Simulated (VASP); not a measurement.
BaTaCuO5:

```xyz
8
Lattice="3.8053 0.0000 0.0000 0.0000 3.8053 0.0000 0.0000 0.0000 9.1729" Properties=species:S:1:pos:R:3 pbc="T T T"
Ta    0.0000    0.0000    6.4980
Ba    1.9027    1.9027    0.2688
Cu    0.0000    0.0000    2.5253
O     0.0000    0.0000    8.3684
O     0.0000    1.9027    2.1618
O     1.9027    0.0000    2.1618
O     0.0000    1.9027    6.0872
O     1.9027    0.0000    6.0872
```

The cell comes from a database or a generator and needn't be the stable form of this composition.

* Program: VASP 6.6.1
* Task: single point
* Functional: PBE
* Potentials or basis: VASP PAW PBE potentials, release 64 (Ta_pv, Ba_sv, Cu, O)
* Cutoff: 520 eV
* k mesh: 7 × 7 × 3
* Occupations: fermi-dirac, width 0.05 eV
* Spin: no spin polarisation

On this cell: pressure -0.3 GPa; largest force 0.130 eV/Å; band gap on the k mesh none (metal or under the smearing width).

The same run follows on a disturbed copy (atoms moved at random, drawn with an rms of 0.05 Å):

```
Ta Ba Cu O
1.0
     3.80533    0.00000    0.00000
     0.00000    3.80533    0.00000
     0.00000    0.00000    9.17285
Ta Ba Cu O
1 1 1 5
Direct
  0.99980 0.99232 0.71204
  0.50447 0.50387 0.02879
  0.00944 0.99081 0.27525
  0.99999 0.99328 0.91152
  0.00165 0.49228 0.23984
  0.49737 0.00746 0.23662
  0.01202 0.49587 0.66602
  0.49296 0.99388 0.66659
```

Problem. What does the disturbed cell give?

Solution. The energy (extrapolated to zero smearing) moves by +8.2 meV/atom; pressure 0.7 GPa; largest force 1.397 eV/Å; band gap on the k mesh none (metal or under the smearing width).

Forces on the atoms (eV/Å):
```
Ta  -0.386  0.178 -1.330
Ba  -0.055 -0.103  0.332
Cu  -0.378  0.047  0.147
O   -0.010  0.046  1.185
O   -0.052  0.111 -0.326
O    0.449 -0.127 -0.256
O   -0.386 -0.207  0.140
O    0.817  0.056  0.108
```

Stress tensor (GPa, compression positive):
```
 0.32  0.02 -0.52
 0.02  0.01  0.03
-0.52  0.03  1.85
```

Caveats: the run has no spin polarisation, though such a crystal can be magnetic; semilocal functionals often make such compounds metallic where correlation or magnetic order opens a gap, which also shifts bond lengths.
